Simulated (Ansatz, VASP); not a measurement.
# Cross-check of Se (Selenium) between VASP and Ansatz

Aim: how closely do two programs agree when they are given the same cell, functional and k mesh? The cell is taken from a series of runs on this material, whose earlier steps may have relaxed, scaled, displaced or heated it; both programs get it as it stands.

Main program and level: Ansatz 0.2.0; plane waves, with VASP 6.6.1 beside it; G0W0 gap at HSE06 form with 90 % exact exchange, screening 0.2078 1/A with an exact-exchange share of 0.9.

**1. The structure**

It takes space group P3_121 (No. 152, trigonal). The conventional cell has a = 4.366 Å, b = 4.366 Å, c = 4.954 Å, α = 90.00°, β = 90.00°, γ = 120.00°. Nearest to Se lie 2 Se at 2.37 Å.

**2. VASP: G0W0 gap, HSE06 form with 90 % exact exchange, screening 0.2078 1/A with an exact-exchange share of 0.9**

Quasiparticle shifts depend on high empty states and on the cores, so they are the hardest test of two PAW sets.

Lines of VASP's logs that name or quote its potential files are left out, and so is its time.

The run reads the wave functions of an earlier VASP run, which isn't shown here.

File INCAR:

```
SYSTEM = Se
PREC = Accurate
ENCUT = 300
ISMEAR = 0
SIGMA = 0.01
LREAL = .FALSE.
LHFCALC = .TRUE.
AEXX = 0.9
GGA = PE
HFSCREEN = 0.2078
LASPH = .TRUE.
NBANDS = 352
PRECFOCK = Fast
ALGO = EVGW0
NELMGW = 1
ENCUTGW = 150
NOMEGA = 64
NBANDSGW = 32
LWAVE = .FALSE.
LCHARG = .FALSE.
```

File POSCAR:

```
Se
1.0
    4.3662000000      0.0000000000      0.0000000000
   -2.1831000000      3.7812401180      0.0000000000
    0.0000000000      0.0000000000      4.9536000000
Se
3
Direct
    0.2254000000      0.0000000000      0.3333333333
    0.0000000000      0.2254000000      0.6666666667
    0.7746000000      0.7746000000      0.0000000000
```

File KPOINTS:

```
Automatic mesh
0
Gamma
6 6 4
0 0 0
```

The projector-augmented-wave data sets are Se_GW (PBE family, release 64).

The run is started by

```sh
> mpirun -np 16 vasp_std
```

Numbers of over 12 decimals in the logs are rounded to 6 here.

Output:

```text
[banner, memory and clock lines left out]
running   16 mpi-ranks, on    1 nodes
 distrk:  each k-point on   16 cores,    1 groups
 distr:  one band on    1 cores,   16 groups

 POSCAR found type information on POSCAR Se
 POSCAR found :  1 types and       3 ions
|                                                                             |
|           W    W    AA    RRRRR   N    N  II  N    N   GGGG   !!!           |
|           W    W   A  A   R    R  NN   N  II  NN   N  G    G  !!!           |
|           W    W  A    A  R    R  N N  N  II  N N  N  G       !!!           |
|           W WW W  AAAAAA  RRRRR   N  N N  II  N  N N  G  GGG   !            |
|           WW  WW  A    A  R   R   N   NN  II  N   NN  G    G                |
|           W    W  A    A  R    R  N    N  II  N    N   GGGG   !!!           |
|                                                                             |
|     For optimal performance we recommend to set                             |
|       NCORE = 2 up to number-of-cores-per-socket                            |
|     NCORE specifies how many cores store one orbital (NPAR=cpu/NCORE).      |
|     This setting can greatly improve the performance of VASP for DFT.       |
|     The default, NCORE=1 might be grossly inefficient on modern             |
|     multi-core architectures or massively parallel machines. Do your        |
|     Unfortunately you need to use the default for GW and RPA                |
|     calculations (for HF NCORE is supported but not extensively tested      |
|     yet).                                                                   |
|                                                                             |

|                                                                             |
|           W    W    AA    RRRRR   N    N  II  N    N   GGGG   !!!           |
|           W    W   A  A   R    R  NN   N  II  NN   N  G    G  !!!           |
|           W    W  A    A  R    R  N N  N  II  N N  N  G       !!!           |
|           W WW W  AAAAAA  RRRRR   N  N N  II  N  N N  G  GGG   !            |
|           WW  WW  A    A  R   R   N   NN  II  N   NN  G    G                |
|           W    W  A    A  R    R  N    N  II  N    N   GGGG   !!!           |
|                                                                             |
|     The default for ENCUTGWSOFT is different in this version of VASP.       |
|     please manually set ENCUTGWSOFT =150 in the INCAR file.                 |
|                                                                             |

 LDA part: xc-table for (Slater+PW92), standard interpolation
 found WAVECAR, reading the header
 POSCAR, INCAR and KPOINTS ok, starting setup
 FFT: planning ... GRIDC
 FFT: planning ... GRID_SOFT
 FFT: planning ... GRID
 reading WAVECAR
 the WAVECAR file was read successfully
 initial charge from wavefunction
 available memory per node:     43.72 GB, setting MAXMEM to     44771

 The Fermi energy was updated, please check that it is located mid-gap
 values below the HOMO (VB) or above the LUMO (CB) will cause erroneous energies
 E-fermi :   2.8100

 calculate exact exchange contribution
 the WAVEDER file was read successfully
energies w=
    0.000    0.000    0.605    0.000    1.208    0.000    1.809    0.000
    2.406    0.000    2.998    0.000    3.584    0.000    4.163    0.000
    4.734    0.000    5.299    0.000    5.855    0.000    6.403    0.000
    6.945    0.000    7.478    0.000    8.005    0.000    8.526    0.000
    9.042    0.000    9.553    0.000   10.060    0.000   10.564    0.000
   11.066    0.000   11.568    0.000   12.069    0.000   12.573    0.000
   13.079    0.000   13.589    0.000   14.104    0.000   14.626    0.000
   15.157    0.000   15.698    0.000   16.251    0.000   16.819    0.000
   17.402    0.000   18.005    0.000   18.630    0.000   19.279    0.000
   19.956    0.000   20.666    0.000   21.412    0.000   22.200    0.000
   23.037    0.000   23.928    0.000   24.882    0.000   25.909    0.000
   27.021    0.000   28.231    0.000   29.556    0.000   31.016    0.000
   32.636    0.000   34.449    0.000   36.494    0.000   38.821    0.000
   41.498    0.000   44.613    0.000   48.286    0.000   52.683    0.000
   58.044    0.000   64.723    0.000   73.270    0.000   84.584    0.000
  100.250    0.000  123.336    0.000  160.672    0.000  231.147    0.000
 responsefunction array rank=     368
 LDA part: xc-table for (Slater+PW92), standard interpolation

 min. memory requirement per mpi rank    346.5 MB, per node   5544.3 MB

 allocating   4 responsefunctions rank=   368
 shmem allocating  64 responsefunctions rank=   368
 response function shared by NCSHMEM nodes    1
 Doing            4  frequencies on each core in blocks of           64
NQ=   1    0.0000    0.0000    0.0000,
|.........|.........|.........|.........|.........|.........|.........|.........
 performed       1429000 updates of chi_q(r,r)
 total number of BLAS operations       1409.15 Gflops
NQ=   2    0.1667    0.0000    0.0000,
|.........|.........|.........|.........|.........|.........|.........|.........
 performed       4886000 updates of chi_q(r,r)
 total number of BLAS operations       4701.14 Gflops
NQ=   3    0.3333    0.0000    0.0000,
|.........|.........|.........|.........|.........|.........|.........|.........
 performed       8343000 updates of chi_q(r,r)
 total number of BLAS operations       7860.90 Gflops
NQ=   4    0.5000    0.0000    0.0000,
|.........|.........|.........|.........|.........|.........|.........|.........
 performed      10583000 updates of chi_q(r,r)
 total number of BLAS operations       9789.44 Gflops
NQ=   5    0.1667    0.1667    0.0000,
|.........|.........|.........|.........|.........|.........|.........|.........
 performed      13319000 updates of chi_q(r,r)
 total number of BLAS operations      12334.93 Gflops
NQ=   6    0.3333    0.1667    0.0000,
|.........|.........|.........|.........|.........|.........|.........|.........
 performed      17452000 updates of chi_q(r,r)
 total number of BLAS operations      16134.76 Gflops
NQ=   7    0.3333    0.3333    0.0000,
|.........|.........|.........|.........|.........|.........|.........|.........
 performed      19107000 updates of chi_q(r,r)
 total number of BLAS operations      17524.64 Gflops
NQ=   8    0.0000    0.0000    0.2500,
|.........|.........|.........|.........|.........|.........|.........|.........
 performed      21032000 updates of chi_q(r,r)
 total number of BLAS operations      19433.11 Gflops
NQ=   9    0.1667    0.0000    0.2500,
|.........|.........|.........|.........|.........|.........|.........|.........
 performed      24489000 updates of chi_q(r,r)
 total number of BLAS operations      22782.60 Gflops
NQ=  10    0.0000    0.1667    0.2500,
|.........|.........|.........|.........|.........|.........|.........|.........
 performed      27946000 updates of chi_q(r,r)
 total number of BLAS operations      26132.09 Gflops
NQ=  11    0.3333    0.0000    0.2500,
|.........|.........|.........|.........|.........|.........|.........|.........
 performed      31403000 updates of chi_q(r,r)
 total number of BLAS operations      29329.35 Gflops
NQ=  12    0.0000    0.3333    0.2500,
|.........|.........|.........|.........|.........|.........|.........|.........
 performed      34860000 updates of chi_q(r,r)
 total number of BLAS operations      32526.62 Gflops
NQ=  13    0.5000    0.0000    0.2500,
|.........|.........|.........|.........|.........|.........|.........|.........
 performed      38317000 updates of chi_q(r,r)
 total number of BLAS operations      35761.61 Gflops
NQ=  14    0.1667    0.1667    0.2500,
|.........|.........|.........|.........|.........|.........|.........|.........
 performed      42450000 updates of chi_q(r,r)
 total number of BLAS operations      39651.64 Gflops
NQ=  15    0.3333    0.1667    0.2500,
|.........|.........|.........|.........|.........|.........|.........|.........
 performed      46583000 updates of chi_q(r,r)
 total number of BLAS operations      43496.43 Gflops
NQ=  16   -0.1667    0.5000    0.2500,
|.........|.........|.........|.........|.........|.........|.........|.........
 performed      50716000 updates of chi_q(r,r)
 total number of BLAS operations      47341.23 Gflops
NQ=  17    0.3333    0.3333    0.2500,
|.........|.........|.........|.........|.........|.........|.........|.........
 performed      52911000 updates of chi_q(r,r)
 total number of BLAS operations      49289.04 Gflops
NQ=  18    0.0000    0.0000    0.5000,
|.........|.........|.........|.........|.........|.........|.........|.........
 performed      54340000 updates of chi_q(r,r)
 total number of BLAS operations      50658.33 Gflops
NQ=  19    0.1667    0.0000    0.5000,
|.........|.........|.........|.........|.........|.........|.........|.........
 performed      57797000 updates of chi_q(r,r)
 total number of BLAS operations      53818.09 Gflops
NQ=  20    0.3333    0.0000    0.5000,
|.........|.........|.........|.........|.........|.........|.........|.........
 performed      61254000 updates of chi_q(r,r)
 total number of BLAS operations      57091.03 Gflops
NQ=  21    0.5000    0.0000    0.5000,
|.........|.........|.........|.........|.........|.........|.........|.........
 performed      63494000 updates of chi_q(r,r)
 total number of BLAS operations      59163.26 Gflops
NQ=  22    0.1667    0.1667    0.5000,
|.........|.........|.........|.........|.........|.........|.........|.........
 performed      66230000 updates of chi_q(r,r)
 total number of BLAS operations      61693.84 Gflops
NQ=  23    0.3333    0.1667    0.5000,
|.........|.........|.........|.........|.........|.........|.........|.........
 performed      70363000 updates of chi_q(r,r)
 total number of BLAS operations      65561.22 Gflops
NQ=  24    0.3333    0.3333    0.5000,
|.........|.........|.........|.........|.........|.........|.........|.........
 performed      72018000 updates of chi_q(r,r)
 total number of BLAS operations      67220.41 Gflops
 resolving degeneracies of screened two electron integrals

 calculate QP shifts <psi_nk| G(iteration)W_0 |psi_nk>: iteration 1
 entering main loop
```

Parts of OUTCAR (step 2):

```text
ion  position               nearest neighbor table
   1  0.225  0.000  0.333-   3 2.37   2 2.37
   2  0.000  0.225  0.667-   3 2.37   1 2.37
   3  0.775  0.775  0.000-   2 2.37   1 2.37

  LATTYP: Found a hexagonal cell.
 ALAT       =     4.3662000000
 C/A-ratio  =     1.1345334616

 Subroutine GETGRP returns: Found  6 space group operations
 (whereof  2 operations were pure point group operations)

The static configuration has the point symmetry C_2 .
 The point group associated with its full space group is D_3 .

 Found     24 irreducible k-points:

   k-points           NKPTS =     24   k-points in BZ     NKDIM =    144   number of bands    NBANDS=    352

   dimension x,y,z NGX =    28 NGY =   28 NGZ =   28
   dimension x,y,z NGXF=    56 NGYF=   56 NGZF=   56

   ENCUT  =  300.0 eV  22.05 Ry    4.70 a.u.   6.17  6.17  7.00*2*pi/ulx,y,z

   NELECT =      18.0000    total number of electrons

  energy-cutoff  :      300.00
  volume of cell :       81.78
      direct lattice vectors                 reciprocal lattice vectors
     4.366200000  0.000000000  0.000000000     0.229032110  0.132231751  0.000000000
    -2.183100000  3.781240118  0.000000000     0.000000000  0.264463501  0.000000000
     0.000000000  0.000000000  4.953600000     0.000000000  0.000000000  0.201873385

 k-points in reciprocal lattice and weights: Automatic mesh
   0.00000000  0.00000000  0.00000000       0.007
   0.16666667  0.00000000  0.00000000       0.042
   0.33333333  0.00000000  0.00000000       0.042
   0.50000000  0.00000000  0.00000000       0.021
   0.16666667  0.16666667  0.00000000       0.042
   0.33333333  0.16666667  0.00000000       0.083
   0.33333333  0.33333333  0.00000000       0.014
   0.00000000  0.00000000  0.25000000       0.014
   0.16666667  0.00000000  0.25000000       0.042
[...]
0.33333333  0.16666667  0.50000000       0.083
   0.33333333  0.33333333  0.50000000       0.014

 E-fermi :   2.8100

 QP shifts <psi_nk| G(iteration)W_0 |psi_nk>: iteration 1
 for sc-GW calculations column KS-energies equals QP-energies in previous step
 and V_xc(KS)=  KS-energies - (<T + V_ion + V_H > + <T+V_H+V_ion>^1  + <V_x>^1)
 k-point   1 :       0.0000    0.0000    0.0000
  band No.  KS-energies  QP-energies   sigma(KS)   V_xc(KS)     V^pw_x(r,r')   Z            occupation Imag(sigma)
    ...
      6      -3.8319      -2.8010     -13.5843     -14.8507     -15.1994       0.8140       2.0000       0.0563
      7      -2.5111      -1.2511     -13.0547     -14.6132     -15.1216       0.8084       2.0000       0.0638
      8      -2.5111      -1.2511     -13.0547     -14.6132     -15.1216       0.8084       2.0000       0.0638
      9      -0.4469       0.5892     -13.4704     -14.7299     -15.1665       0.8226       2.0000       0.0489
     10       6.0291       5.5649     -10.3544      -9.7934      -6.7087       0.8275       0.0000      -0.0608
     11       6.0291       5.5649     -10.3544      -9.7934      -6.7087       0.8275       0.0000      -0.0608
     12       6.2928       5.8390      -9.8534      -9.3065      -6.2252       0.8297       0.0000      -0.0605
     13      10.2223       9.5799      -7.3846      -6.6245      -3.5169       0.8451       0.0000      -0.0736
    ...

 k-point   2 :       0.1667    0.0000    0.0000
  band No.  KS-energies  QP-energies   sigma(KS)   V_xc(KS)     V^pw_x(r,r')   Z            occupation Imag(sigma)
    ...
      6      -3.7729      -2.6297     -13.1420     -14.5615     -15.0279       0.8053       2.0000       0.0670
      7      -2.3152      -1.1524     -13.2717     -14.7011     -15.1422       0.8134       2.0000       0.0583
      8      -1.7532      -0.7045     -13.3870     -14.6681     -15.0620       0.8186       2.0000       0.0516
      9      -0.6291       0.4055     -13.4112     -14.6688     -15.0991       0.8226       2.0000       0.0491
     10       5.8154       5.3909      -9.9081      -9.3988      -6.3671       0.8337       0.0000      -0.0584
     11       5.9469       5.5173     -10.1463      -9.6294      -6.5740       0.8312       0.0000      -0.0592
     12       6.5914       6.1220     -10.0447      -9.4771      -6.3908       0.8269       0.0000      -0.0624
     13      10.0661       9.4287      -7.4086      -6.6520      -3.5476       0.8424       0.0000      -0.0748
    ...

 k-point   3 :       0.3333    0.0000    0.0000
  band No.  KS-energies  QP-energies   sigma(KS)   V_xc(KS)     V^pw_x(r,r')   Z            occupation Imag(sigma)
    ...
      6      -4.0254      -2.7486     -12.8388     -14.4419     -14.9901       0.7964       2.0000       0.0786
      7      -2.4489      -1.3360     -13.1624     -14.5295     -14.9700       0.8140       2.0000       0.0583
      8      -1.6222      -0.6742     -13.2902     -14.4442     -14.8060       0.8216       2.0000       0.0478
      9      -0.9269       0.1085     -13.3786     -14.6394     -15.0593       0.8212       2.0000       0.0497
     10       5.8400       5.4629      -9.8785      -9.4267      -6.4042       0.8348       0.0000      -0.0571
     11       6.1977       5.7547      -9.9178      -9.3856      -6.3473       0.8324       0.0000      -0.0599
     12       7.5356       7.0167     -10.4949      -9.8624      -6.7560       0.8203       0.0000      -0.0681
     13       9.4485       8.8833      -7.4196      -6.7504      -3.6779       0.8447       0.0000      -0.0690
    ...

 k-point   4 :       0.5000    0.0000    0.0000
  band No.  KS-energies  QP-energies   sigma(KS)   V_xc(KS)     V^pw_x(r,r')   Z            occupation Imag(sigma)
    ...
      6      -3.9244      -2.6250     -12.8064     -14.4381     -14.9891       0.7963       2.0000       0.0779
      7      -3.0755      -1.9210     -12.8374     -14.2680     -14.7843       0.8070       2.0000       0.0668
      8      -1.6557      -0.7194     -13.2465     -14.3857     -14.7421       0.8219       2.0000       0.0473
      9      -0.9981       0.0297     -13.3980     -14.6501     -15.0583       0.8208       2.0000       0.0497
     10       5.7883       5.4368      -9.7796      -9.3597      -6.3500       0.8371       0.0000      -0.0561
     11       6.3620       5.9120      -9.9082      -9.3666      -6.3269       0.8307       0.0000      -0.0605
     12       8.5156       7.8767     -11.0769     -10.2856      -7.1062       0.8073       0.0000      -0.0812
     13       9.0532       8.5334      -7.3806      -6.7671      -3.7133       0.8473       0.0000      -0.0660
    ...

[... 4 further parts left out ...]
```

(Part 1 of 2 ends here.)

[Lines on the potential files, build, host, timing and source positions are cut from VASP's logs without a mark.]

[Logs are printed without paths, hosts, clocks, repeated set-up lines and the standing remarks that a program may print on its own settings, such as how far it seeks lower states.]

[Hosts, paths, dates, database ids (printed as entryN), source tags and the programs' standing remarks are cut or masked in the printed files.]
